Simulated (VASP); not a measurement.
Output of a VASP run:

**OSZICAR**
```
...
   2 F= -.18086658E+02 E0= -.18027890E+02  d E =-.819786E-01
       N       E                     dE             d eps       ncg     rms          rms(c)
DAV:   1    -0.180981920902E+02   -0.11535E-01   -0.21018E-01  2028   0.359E+00    0.807E-01
DAV:   2    -0.180919942182E+02    0.61979E-02   -0.26978E-02  2604   0.217E+00    0.289E-01
DAV:   3    -0.180890043260E+02    0.29899E-02   -0.31213E-03  2558   0.614E-01    0.143E-01
DAV:   4    -0.180882266943E+02    0.77763E-03   -0.20651E-03  2484   0.455E-01    0.551E-02
DAV:   5    -0.180882222661E+02    0.44283E-05   -0.15658E-04  2624   0.115E-01    0.115E-02
DAV:   6    -0.180882208418E+02    0.14243E-05   -0.13005E-05  2336   0.337E-02    0.356E-03
DAV:   7    -0.180882217928E+02   -0.95097E-06   -0.13110E-06  1314   0.116E-02
   3 F= -.18088222E+02 E0= -.18028642E+02  d E =-.835428E-01
       N       E                     dE             d eps       ncg     rms          rms(c)
DAV:   1    -0.180884341941E+02   -0.21335E-03   -0.49098E-03  2052   0.553E-01    0.124E-01
DAV:   2    -0.180882876887E+02    0.14651E-03   -0.63430E-04  2630   0.332E-01    0.443E-02
DAV:   3    -0.180882168149E+02    0.70874E-04   -0.74292E-05  2590   0.935E-02    0.219E-02
DAV:   4    -0.180881977099E+02    0.19105E-04   -0.48901E-05  2550   0.700E-02    0.852E-03
DAV:   5    -0.180881958795E+02    0.18304E-05   -0.26109E-06  1500   0.175E-02    0.140E-03
DAV:   6    -0.180881958823E+02   -0.28181E-08   -0.49168E-07  1188   0.125E-02
   4 F= -.18088196E+02 E0= -.18028489E+02  d E =-.835169E-01
       N       E                     dE             d eps       ncg     rms          rms(c)
DAV:   1    -0.180882850941E+02   -0.89215E-04   -0.33065E-03  2202   0.427E-01    0.412E-02
DAV:   2    -0.180882481409E+02    0.36953E-04   -0.15850E-04  2672   0.153E-01    0.238E-02
DAV:   3    -0.180882301552E+02    0.17986E-04   -0.20708E-05  2552   0.422E-02    0.156E-02
DAV:   4    -0.180882272460E+02    0.29092E-05   -0.76988E-06  2312   0.209E-02    0.696E-03
DAV:   5    -0.180882273435E+02   -0.97477E-07   -0.61994E-07  1134   0.103E-02
   5 F= -.18088227E+02 E0= -.18028578E+02  d E =-.314611E-04
       N       E                     dE             d eps       ncg     rms          rms(c)
DAV:   1    -0.180882636047E+02   -0.36359E-04   -0.17369E-03  2196   0.310E-01    0.298E-02
DAV:   2    -0.180882445961E+02    0.19009E-04   -0.85829E-05  2680   0.108E-01    0.173E-02
DAV:   3    -0.180882352087E+02    0.93875E-05   -0.10234E-05  2152   0.311E-02    0.114E-02
DAV:   4    -0.180882335446E+02    0.16641E-05   -0.39424E-06  1596   0.182E-02    0.446E-03
DAV:   5    -0.180882336484E+02   -0.10384E-06   -0.87407E-07  1080   0.172E-02
   6 F= -.18088234E+02 E0= -.18028627E+02  d E =-.377661E-04
       N       E                     dE             d eps       ncg     rms          rms(c)
DAV:   1    -0.180884190506E+02   -0.18551E-03   -0.34140E-03  2028   0.460E-01    0.103E-01
DAV:   2    -0.180883172193E+02    0.10183E-03   -0.43502E-04  2610   0.274E-01    0.368E-02
DAV:   3    -0.180882685447E+02    0.48675E-04   -0.50871E-05  2562   0.783E-02    0.182E-02
DAV:   4    -0.180882567494E+02    0.11795E-04   -0.33424E-05  2504   0.580E-02    0.706E-03
DAV:   5    -0.180882583397E+02   -0.15904E-05   -0.17312E-06  1308   0.151E-02    0.114E-03
DAV:   6    -0.180882583606E+02   -0.20821E-07   -0.36496E-07  1008   0.108E-02
   7 F= -.18088258E+02 E0= -.18028756E+02  d E =-.247121E-04
```

**OUTCAR**
```
------------------------ aborting loop because EDIFF is reached ----------------------------------------
  FORCE on cell =-STRESS in cart. coord.  units (eV):
  Direction    XX          YY          ZZ          XY          YZ          ZX
  --------------------------------------------------------------------------------------
  Total       -0.0010880     -0.0010880     -0.0042371      0.0000000     -0.0000000      0.0000000
  in kB       -0.0140587     -0.0140587     -0.0547478      0.0000000     -0.0000000      0.0000000
  external PRESSURE =      -0.0276217 kB  Pullay stress =       0.0000000 kB
  volume of cell :      124.00
      direct lattice vectors                 reciprocal lattice vectors
     3.542240159 -0.000000000 -0.000000000     0.282307228  0.162990165 -0.000000000
    -1.771120079  3.067669753 -0.000000000     0.000000000  0.325980330  0.000000000
     0.000000000 -0.000000000 11.411075374     0.000000000  0.000000000  0.087634160
 POSITION                                       TOTAL-FORCE (eV/Angst)
 -----------------------------------------------------------------------------------
     -1.77112      3.06767     -0.00000         0.000000      0.000000      0.000000
     -1.77112      3.06767      5.70554         0.000000      0.000000      0.000000
     -0.00000      2.04511      2.85277         0.000000     -0.000000      0.000000
      1.77112      1.02256      8.55831        -0.000000      0.000000     -0.000000
 -----------------------------------------------------------------------------------
    total drift:                                0.000000      0.000000      0.000000
  FREE ENERGIE OF THE ION-ELECTRON SYSTEM (eV)
  ---------------------------------------------------
  free  energy   TOTEN  =       -18.0882583606 eV

  energy  without entropy=      -17.9692545872  energy(sigma->0) =      -18.02875647

 reached required accuracy - stopping structural energy minimisation
```
(Selected blocks of OUTCAR.)

POSCAR:
```
Ho
1
    3.6309180000     0.0000000000     0.0000000000
   -1.8154590000     3.1444670000     0.0000000000
    0.0000000000     0.0000000000    11.6825020000
Ho
4
Direct
  0.0000000000   0.0000000000   0.0000000000
  0.0000000000   0.0000000000   0.5000000000
  0.3333330000   0.6666670000   0.2500000000
  0.6666670000   0.3333330000   0.7500000000
```

Q: Write an INCAR and KPOINTS that could have produced this output.

A: One answer among several that fit: the input of the run itself, PBE GGA, plane waves, VASP's PBE PAW potentials (set 64).

### INCAR
```
SYSTEM = Ho
PREC = Accurate
ENCUT = 240
EDIFF = 1E-6
NELM = 100
ALGO = Normal
LREAL = .FALSE.
LASPH = .TRUE.
ISMEAR = 0
SIGMA = 0.2
GGA = PE
LMAXMIX = 6
LWAVE = .FALSE.
LCHARG = .FALSE.
ISIF = 3
IBRION = 2
NSW = 50
EDIFFG = -0.01
```

### KPOINTS
```
Regular mesh
0
G
6 6 6
0.5 0.5 0.5
```

POTCAR, in this order: Ho_3 (PBE.64 set). Program: vasp_std.

The 4f electrons are frozen in the core of the lanthanide potential, so 4f levels, which can set the real gap, and their magnetism are missing. At this cut-off the stress carries a Pulay error, which pulls relaxed volumes low.  Energy and stress use the plane-wave basis of the starting cell.

The structure was generated: Ho was put into an ordered model structure, which need not be its known phase. This run relaxes it. Symmetry was kept, so distortions that lower it aren't found. The k-mesh is coarse (spacing up to 0.34 per Å, 2π included), so the numbers may not be converged in it. The run is one of a series of settings (EDIFFG = -0.01, ENCUT = 240, IBRION = 2, ISIF = 3, ISPIN removed, the spin start removed, NSW = 50, KPOINTS 6×6×6 Γ-centred mesh shifted by (0.5, 0.5, 0.5), POTCAR Ho_3 (PBE.64 set) against the base run), some of them coarse on purpose.
